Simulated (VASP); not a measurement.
# Na3AlO3 (P-1) in VASP: density of states with PBE

Aim: the density of states of Na3AlO3 with PBE.

Program: VASP 6.6.1. These are calculated values, not measurements. Logs are shortened: lines on timing, memory, paths and dates and some standing lists are left out, and cuts for length are marked.

## Step 1: The structure

The typed cell holds 14 atoms: a = 5.591 Å, b = 5.841 Å, c = 6.615 Å, α = 78.69°, β = 87.34°, γ = 68.06°.

The cell was built by a generator and needn't be a form met in nature.

## Step 2: Density of states, PBE

File POSCAR:

```
Na3AlO3                                 
1.0
    5.5904463547      0.0285914194     -0.0564462236
    2.1538984038      5.4285705261     -0.0882186977
    0.3659195538      1.3556722083      6.4645505906
  Na              Al              O             
     6     2     6
Direct
     0.0100317812582197    0.7361284439133713    0.5528301057501723
     0.9899682187417804    0.2638715560866288    0.4471698942498276
     0.0279757133832958    0.2576318248834845    0.9106851966069616
     0.9720242866167043    0.7423681751165156    0.0893148033930386
     0.5058369985266088    0.7921541734661781    0.3555454604144839
     0.4941630014733913    0.2078458265338218    0.6444545395855162
     0.5109807171678881    0.3571824579813092    0.1783128276706733
     0.4890192828321118    0.6428175420186907    0.8216871723293266
     0.2694637506989275    0.4716402805318761    0.3522962625711766
     0.7592263440355185    0.0687827226174592    0.2813391218184854
     0.6458528577141961    0.5977973572590394    0.0709311057384304
     0.2407736559644816    0.9312172773825408    0.7186608781815147
     0.7305362493010724    0.5283597194681241    0.6477037374288234
     0.3541471422858038    0.4022026427409610    0.9290688942615695
```

File INCAR.step1:

```
SYSTEM = Na3AlO3
PREC     = Accurate       ! precision mode
ENCUT    = 520            ! plane-wave cutoff, eV
EDIFF    = 1E-6           ! SCF threshold, eV
ISMEAR   = 0              ! smearing method
SIGMA    = 0.1            ! smearing width, eV
LREAL    = .FALSE.        ! projectors in reciprocal space
LASPH    = .TRUE.         ! aspherical terms in the spheres
NELM     = 100            ! most SCF steps
ALGO     = Normal         ! electronic algorithm
ISIF     = 2              ! what is computed and relaxed
LWAVE    = .FALSE.        ! write WAVECAR
LCHARG   = .TRUE.         ! write CHGCAR
GGA      = PE             ! functional
NBANDS   = 55             ! bands
KPAR     = 8
```

File KPOINTS.step1:

```
regular mesh
0
G
  4 4 4
  0 0 0
```

File INCAR.step2:

```
SYSTEM = Na3AlO3
PREC     = Accurate       ! precision mode
ENCUT    = 520            ! plane-wave cutoff, eV
EDIFF    = 1E-6           ! SCF threshold, eV
ISMEAR   = -5             ! smearing method
SIGMA    = 0.1            ! smearing width, eV
LREAL    = .FALSE.        ! projectors in reciprocal space
LASPH    = .TRUE.         ! aspherical terms in the spheres
NELM     = 100            ! most SCF steps
ALGO     = Normal         ! electronic algorithm
ISIF     = 2              ! what is computed and relaxed
LWAVE    = .FALSE.        ! write WAVECAR
LCHARG   = .FALSE.        ! write CHGCAR
GGA      = PE             ! functional
LORBIT   = 11             ! projections on sites
NBANDS   = 55             ! bands
KPAR     = 8            
NEDOS    = 2001           ! points of the DOS
ICHARG   = 11             ! starting density
```

File KPOINTS.step2:

```
regular mesh
0
G
  6 6 6
  0 0 0
```

Potentials or basis: VASP PAW PBE potentials, release 64 (Na_pv, Al, O).

Command:

```bash
$ cat potpaw_PBE.64/Na_pv/POTCAR potpaw_PBE.64/Al/POTCAR potpaw_PBE.64/O/POTCAR > POTCAR
$ cp INCAR.step1 INCAR
$ cp KPOINTS.step1 KPOINTS
$ mpirun -np 8 vasp_std > vasp.out
$ cp INCAR.step2 INCAR
$ cp KPOINTS.step2 KPOINTS
$ mpirun -np 8 vasp_std > vasp.out
```

OUTCAR:

```text
SYSTEM = Na3AlO3
   PREC = Accurate
   ENCUT = 520
   EDIFF = 1E-6
   ISMEAR = -5
   LREAL = .FALSE.
   LASPH = .TRUE.
   NELM = 100
   ISIF = 2
   GGA = PE
   LORBIT = 11
   ICHARG = 11

 ion  position               nearest neighbor table
   1  0.010  0.736  0.553-   9 2.28  13 2.31
   2  0.990  0.264  0.447-  13 2.28   9 2.31
   3  0.028  0.258  0.911-  14 2.29  13 2.35   8 3.01
   4  0.972  0.742  0.089-  11 2.29   9 2.35   7 3.01
   5  0.506  0.792  0.356-  13 2.30  11 2.34   7 2.99   8 3.04
   6  0.494  0.208  0.644-   9 2.30  14 2.34   8 2.99   7 3.04
   7  0.511  0.357  0.178-   9 1.75  10 1.77  14 1.83  11 1.84   8 2.59   5 2.99   4 3.01   6 3.04

   8  0.489  0.643  0.822-  13 1.75  12 1.77  11 1.83  14 1.84   7 2.59   6 2.99   3 3.01   5 3.04

   9  0.269  0.472  0.352-   7 1.75   1 2.28   6 2.30   2 2.31   4 2.35
  10  0.759  0.069  0.281-   7 1.77
  11  0.646  0.598  0.071-   8 1.83   7 1.84   4 2.29   5 2.34
  12  0.241  0.931  0.719-   8 1.77
  13  0.731  0.528  0.648-   8 1.75   2 2.28   5 2.30   1 2.31   3 2.35
  14  0.354  0.402  0.929-   7 1.83   8 1.84   3 2.29   6 2.34

  LATTYP: Found a triclinic cell.
 ALAT       =     5.8409279082
 B/A-ratio  =     1.9951843634
 C/A-ratio  =     2.8326404354
 COS(alpha) =     0.0050802321
 COS(beta)  =     0.6839488652
 COS(gamma) =     0.7118439780

  Lattice vectors:

 A1 = (  -2.1538984038,  -5.4285705261,   0.0882186977)
 A2 = (   1.6485691009,  -9.4728774245,   6.5845417624)
 A3 = ( -13.7007106670,  -6.8414255732,  -6.2634394457)

Analysis of symmetry for initial positions (statically):
=====================================================================
 Subroutine PRICEL returns:
 Original cell was already a primitive cell.

 Routine SETGRP: Setting up the symmetry group for a
 triclinic supercell.

 Subroutine GETGRP returns: Found  2 space group operations
 (whereof  2 operations were pure point group operations)
 out of a pool of  2 trial point group operations.

The static configuration has the point symmetry S_2 .

Analysis of symmetry for dynamics (positions and initial velocities):
=====================================================================
 Subroutine PRICEL returns:
 Original cell was already a primitive cell.

 Routine SETGRP: Setting up the symmetry group for a
 triclinic supercell.

 Subroutine GETGRP returns: Found  2 space group operations
 (whereof  2 operations were pure point group operations)
 out of a pool of  2 trial point group operations.

The dynamic configuration has the point symmetry S_2 .

 Subroutine INISYM returns: Found  2 space group operations
 (whereof  2 operations are pure point group operations),
 and found     1 'primitive' translations

----------------------------------------------------------------------------------------

                                     Primitive cell

  volume of cell :     196.4039

  direct lattice vectors                    reciprocal lattice vectors
     5.590446355  0.028591419 -0.056446224     0.179288006 -0.071059006  0.004753267
     2.153898404  5.428570526 -0.088218698    -0.001330693  0.184112318 -0.038534624
     0.365919554  1.355672208  6.464550591     0.001547322  0.001892032  0.154205434

  length of vectors
     5.590804422  5.840927908  6.615297317     0.192914917  0.188106442  0.154224803

  position of ions in fractional coordinates (direct lattice)
     0.010031781  0.736128444  0.552830106
     0.989968219  0.263871556  0.447169894
     0.027975713  0.257631825  0.910685197
     0.972024287  0.742368175  0.089314803
     0.505836999  0.792154173  0.355545460
     0.494163001  0.207845827  0.644454540
     0.510980717  0.357182458  0.178312828
     0.489019283  0.642817542  0.821687172
     0.269463751  0.471640281  0.352296263
     0.759226344  0.068782723  0.281339122
     0.645852858  0.597797357  0.070931106
     0.240773656  0.931217277  0.718660878
     0.730536249  0.528359719  0.647703737
     0.354147142  0.402202643  0.929068894

  ion indices of the primitive-cell ions
   primitive index   ion index
                 1           1
                 2           2
                 3           3
                 4           4
                 5           5
[... 42 lines left out ...]
  0.333333  0.000000 -0.000000      2.000000
  0.500000  0.000000 -0.000000      1.000000
  0.000000  0.166667  0.000000      2.000000
  0.166667  0.166667  0.000000      2.000000
[... 16 lines left out ...]
  0.333333 -0.000000  0.166667      2.000000
  0.500000 -0.000000  0.166667      2.000000
 [... further k-points ...]
   k-points           NKPTS =    112   k-points in BZ     NKDIM =    112   number of bands    NBANDS=     55
   number of dos      NEDOS =   2001   number of ions     NIONS =     14
   total plane-waves  NPLWV = 100800
   dimension x,y,z NGX =    42 NGY =   48 NGZ =   50
   dimension x,y,z NGXF=    84 NGYF=   96 NGZF=  100
   ions per type =               6   2   6
   NGX,Y,Z   is equivalent  to a cutoff of  12.49, 13.66, 12.57 a.u.
   NGXF,Y,Z  is equivalent  to a cutoff of  24.98, 27.32, 25.13 a.u.
 SYSTEM =  Na3AlO3
   PREC   = accura    normal or accurate (medium, high low for compatibility)
   ISTART =      0    job   : 0-new  1-cont  2-samecut
   ICHARG =     11    charge: 1-file 2-atom 10-const
   ISPIN  =      1    spin polarized calculation?
   LNONCOLLINEAR =      F non collinear calculations
   LSORBIT =      F    spin-orbit coupling
   LASPH  =      T    aspherical Exc in radial PAW
   ENCUT  =  520.0 eV  38.22 Ry    6.18 a.u.  10.40 10.86 12.30*2*pi/ulx,y,z
   NELM   =    100;   NELMIN=  2; NELMDL=  0     # of ELM steps
   EDIFF  = 0.1E-05   stopping-criterion for ELM
   LREAL  =      F    real-space projection
   EDIFFG = 0.1E-04   stopping-criterion for IOM
   NSW    =      0    number of steps for IOM
   IBRION =     -1    ionic relax: 0-MD 1-quasi-New 2-CG
   NFREE  =      0    steps in history (QN), initial steepest desc. (CG)
   ISIF   =      2    stress and relaxation
   ISYM   =      2    0-nonsym 1-usesym 2-fastsym
   POTIM  = 0.5000    time-step for ionic-motion
   TEBEG  =    0.0;   TEEND  =   0.0 temperature during run
   PSTRESS=    0.0 pullay stress
   NELECT =      84.0000    total number of electrons
   NUPDOWN=      -1.0000    fix difference up-down
   EMIN   =  10.00;   EMAX   =-10.00  energy-range for DOS
   EFERMI =   0.00;   METHOD = LEGACY
   ISMEAR =    -5;   SIGMA  =   0.10  broadening in eV -4-tet -1-fermi 0-gaus
   EFERMI_NEDOS =   21; number of points for ismear=-14 and -15
   IALGO  =     38    algorithm
   IMIX   =      4    mixing-type and parameters
     AMIX     =   0.40;   BMIX     =  1.00
     AMIX_MAG =   1.60;   BMIX_MAG =  1.00
  volume/ion in A,a.u.               =      14.03        94.67
  Fermi-wavevector in a.u.,A,eV,Ry     =   1.233440  2.330863 20.699540  1.521373
  Thomas-Fermi vector in A             =   2.368170
   LORBIT       =     11    0 simple, 1 ext, 2 COOP (PROOUT), +10 PAW based schemes
   GGA     = PE    functional components
   LHFCALC =     F    Hartree Fock is set to
   AEXX    =    0.0000 exact exchange contribution
   IVDW    =     0    specifies the selected vdW correction
   LEPSILON=     F    determine dielectric tensor
   LRPA    =     F    only Hartree local field effects (RPA)
 non-spin polarized calculation
 Fermi weights with tetrahedron method with Bloechl corrections
  energy-cutoff  :      520.00
  volume of cell :      196.40
 maximum number of plane-waves:      5312
 NGX is ok and might be reduce to    42

 number of electron      84.0000009 magnetization

 Free energy of the ion-electron system (eV)
  ---------------------------------------------------
  ext. energy  EPLUGINS =         0.00000000
  ---------------------------------------------------
  free energy    TOTEN  =       -73.25688067 eV

  energy without entropy =      -73.25688067  energy(sigma->0) =      -73.25688067

 E-fermi :   0.9787     XC(G=0):  -8.8585

 val. band max:        0.9733466397   @ k =   0.5000   0.5000  -0.0000
 cond. band min:       3.3297890356   @ k =   0.0000   0.0000   0.0000
 fundamental gap:      2.3564423959
 Fermi energy:         0.9787395748

 k-point     1 :       0.0000    0.0000    0.0000
  band No.  band energies     occupation
      1     -20.9550      2.00000
      2     -20.9542      2.00000
      3     -20.9004      2.00000
      4     -20.8879      2.00000
      5     -20.8675      2.00000
      6     -20.8529      2.00000
[... 1357 lines left out ...]
     53      10.1739      0.00000
     54      10.5935      0.00000

 [... further k-points ...]

 [bands above 54 left out]

------------------------ aborting loop because EDIFF is reached ----------------------------------------

  FORCE on cell =-STRESS in cart. coord.  units (eV):
  Direction    XX          YY          ZZ          XY          YZ          ZX
  --------------------------------------------------------------------------------------
  -------------------------------------------------------------------------------------
  Total       -0.0029723      0.0049917     -0.0065451      0.0055732     -0.0071736     -0.0055671
  in kB       -0.0242470      0.0407202     -0.0533918      0.0454641     -0.0585194     -0.0454141
  external PRESSURE =      -0.0123062 kB  Pullay stress =       0.0000000 kB

 VOLUME and BASIS-vectors are now :
 -----------------------------------------------------------------------------
  energy-cutoff  :      520.00
  volume of cell :      196.40
      direct lattice vectors                 reciprocal lattice vectors
     5.590446355  0.028591419 -0.056446224     0.179288006 -0.071059006  0.004753267
     2.153898404  5.428570526 -0.088218698    -0.001330693  0.184112318 -0.038534624
     0.365919554  1.355672208  6.464550591     0.001547322  0.001892032  0.154205434

 POSITION                                       TOTAL-FORCE (eV/Angst)
 -----------------------------------------------------------------------------------
      1.84392      4.74587      3.50829         0.000637      0.001233      0.002680
      6.26634      2.06697      2.81159        -0.000637     -0.001233     -0.002680
      1.04455      2.63396      5.86286         0.000817     -0.001065     -0.001393
      7.06572      4.17887      0.45702        -0.000817      0.001065      0.001393
      4.66418      4.79673      2.20001        -0.000507      0.001010      0.000838
      3.44609      2.01610      4.11988         0.000507     -0.001010     -0.000838
      3.69119      2.19533      1.09236        -0.003569     -0.001540      0.000890
      4.41907      4.61750      5.22753         0.003569      0.001540     -0.000890
      2.65120      3.04564      2.22062         0.002220      0.001440     -0.002523
      4.49551      0.77650      1.76981        -0.001347      0.000684      0.000936
      4.92416      3.35981      0.36934        -0.000870      0.000346     -0.002120
      3.61475      6.03633      4.55008         0.001347     -0.000684     -0.000936
      5.45906      3.76720      4.09927        -0.002220     -0.001440      0.002523
      3.18611      3.45302      5.95054         0.000870     -0.000346      0.002120
 -----------------------------------------------------------------------------------
    total drift:                                0.000000      0.000000      0.000000

  FREE ENERGIE OF THE ION-ELECTRON SYSTEM (eV)
  ---------------------------------------------------
  free  energy   TOTEN  =       -73.2568806710 eV

  energy  without entropy=      -73.2568806710  energy(sigma->0) =      -73.25688067

 total charge

# of ion       s       p       d       tot
------------------------------------------
    1        0.066   5.999   0.000   6.065
    2        0.066   5.999   0.000   6.065
    3        0.059   5.991   0.000   6.050
    4        0.059   5.991   0.000   6.050
    5        0.061   5.991   0.000   6.052
    6        0.061   5.991   0.000   6.052
    7        0.362   0.453   0.000   0.815
    8        0.362   0.453   0.000   0.815
    9        1.548   3.500   0.000   5.048
   10        1.548   3.463   0.000   5.011
   11        1.549   3.536   0.000   5.085
   12        1.548   3.463   0.000   5.011
   13        1.548   3.500   0.000   5.048
   14        1.549   3.536   0.000   5.085
--------------------------------------------------
tot         10.388  57.867   0.000  68.255
```

It took 2.1 min on 8 MPI ranks of AMD EPYC 9R45 (Zen 5), shared host; peak memory 0.88 GiB.

What came out:

```
Valence electrons inside the program's atomic spheres : Na 6.07, 6.05; Al 0.81; O 5.05, 5.01, 5.08
```

States per cell in windows of 1 eV (zero at the valence-band top; states under -8 eV left out):
```csv
from (eV),total,O11_p,O14_p,O10_p,O12_p,O9_p,O13_p
-8.0,0.00,0.00,0.00,0.00,0.00,0.00,0.00
-7.0,0.00,0.00,0.00,0.00,0.00,0.00,0.00
-6.0,0.00,0.00,0.00,0.00,0.00,0.00,0.00
-5.0,0.20,0.03,0.03,0.01,0.01,0.01,0.01
-4.0,4.43,0.80,0.80,0.12,0.12,0.13,0.13
-3.0,6.07,0.74,0.74,0.44,0.44,0.38,0.38
-2.0,12.32,1.22,1.22,1.28,1.28,1.09,1.09
-1.0,12.74,0.75,0.75,1.56,1.56,1.83,1.83
0.0,0.00,0.00,0.00,0.00,0.00,0.00,0.00
1.0,0.00,0.00,0.00,0.00,0.00,0.00,0.00
2.0,0.13,0.00,0.00,0.00,0.00,0.00,0.00
3.0,0.77,0.01,0.01,0.02,0.02,0.02,0.02
4.0,2.04,0.04,0.04,0.07,0.07,0.04,0.04
5.0,1.64,0.03,0.03,0.06,0.06,0.03,0.03
6.0,3.51,0.06,0.06,0.08,0.08,0.08,0.08
7.0,3.89,0.08,0.08,0.11,0.11,0.09,0.09
```
